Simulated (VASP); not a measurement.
A convergence study with VASP on InAs (zinc blende): one setting is varied, all else stays as given below, so the limit is that of these other settings. Each run relaxes cell and ions from the cell shown.

```
InAs
1.0
    0.00000     3.03000     3.03000
    3.03000     0.00000     3.03000
    3.03000     3.03000     0.00000
In As
1 1
Direct
  0.00000   0.00000   0.00000
  0.25000   0.25000   0.25000
```

Level of theory: LDA (Ceperley-Alder, Perdew-Zunger), VASP's LDA PAW potentials (set 64) (plane waves; VASP 6.6.1). The tightest run used: 550 eV cut-off, 12×12×12 Γ-centred mesh, Gaussian smearing of 0.050 eV, potentials In_d As.

| setting | relaxed volume (Å³/atom) | E (eV/atom) | irreducible k-points |
|---|---|---|---|
| 2×2×2 mesh | 31.296 | -3.5854 | 3 |
| 3×3×3 mesh | 28.271 | -4.2786 | 4 |
| 4×4×4 mesh | 27.684 | -4.4422 | 8 |
| 5×5×5 mesh | 27.517 | -4.4890 | 10 |
| 6×6×6 mesh | 27.462 | -4.5046 | 16 |

Question: These are the cheaper rows. Estimate the results at 12×12×12 mesh, and how far the last row shown lies from them.

Answer: 
| quantity | tightest run | last row shown is off by |
|---|---|---|
| relaxed volume (Å³/atom) | 27.428 | 0.035 |
| E (eV/atom) | -4.5150 | 0.0103 |

Left out are rungs that failed or repeat a setting and relaxations that didn't move; long series are thinned to 24 rows.

The compound is InAs in the zinc blende structure.
